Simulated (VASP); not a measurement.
VASP ran on this input.

INCAR:
```
ALGO  =  Normal
EDIFF  =  1E-6
EDIFFG  =  -0.02
ENCUT  =  500
GGA  =  PE
IBRION  =  2
ISIF  =  3
ISMEAR  =  1
LASPH  =  .True.
LCHARG  =  .False.
LMAXMIX  =  6
LREAL  =  .False.
LWAVE  =  .False.
NELM  =  100
NSW  =  40
PREC  =  Accurate
PSTRESS  =  50
SIGMA  =  0.1
SYSTEM  =  PtSe2
```

File KPOINTS:
```
Automatic mesh
0
Gamma
9 9 7
0 0 0
```

**POSCAR**
```
PtSe2
1
    1.8825331174    -3.2606436873     0.0000000000
    1.8825331174     3.2606436873    -0.0000000000
   -0.0000000000    -0.0000000000     4.7697144166
Pt Se
1 2
Direct
  0.0000000000   0.0000000000   0.0000000000
  0.3333330000   0.6666670000   0.2681621649
  0.6666670000   0.3333330000   0.7318378351
```

POTCAR, in this order: Pt Se (PBE.64 set). Program: vasp_std.

Question: Write an equivalent input for Ansatz.

Answer: One equivalent input (not run):
Ansatz 0.2 input:
```yaml
crystal:
  lattice:
    - [1.8825331, -3.2606437, 0.0000000]
    - [1.8825331, 3.2606437, 0.0000000]
    - [0.0000000, 0.0000000, 4.7697144]
  atoms:
    - { symbol: Pt, position: [0.0000000, 0.0000000, 0.0000000] }
    - { symbol: Se, position: [0.3333330, 0.6666670, 0.2681622] }
    - { symbol: Se, position: [0.6666670, 0.3333330, 0.7318378] }
kpoints:
  mp_grid: { grid: [9, 9, 7] }
hamiltonian:
  xc: pbe
  pseudopotentials: { kind: paw }
scf:
  occupations: { method: methfessel_paxton, width: 0.1 }
  max_iter: 100
relax:
  max_steps: 40
  f_tol: 0.02
  cell: { p_target: 5 }
output: { forces: true, stress: true, eigenvalues: true }
```
Limits of the translation: each code has its own PAW files, so the cut-off isn't converted (ENCUT is set for VASP's; basis.ecutwfc is left out, and Ansatz then takes the one that its files recommend); Ansatz stops its SCF on the density residual and VASP on the energy change (EDIFF).

The compound is PtSe2 in the 1T layered structure. This run relaxes it under an external pressure of 5 GPa. Symmetry was kept, so distortions that lower it aren't found.
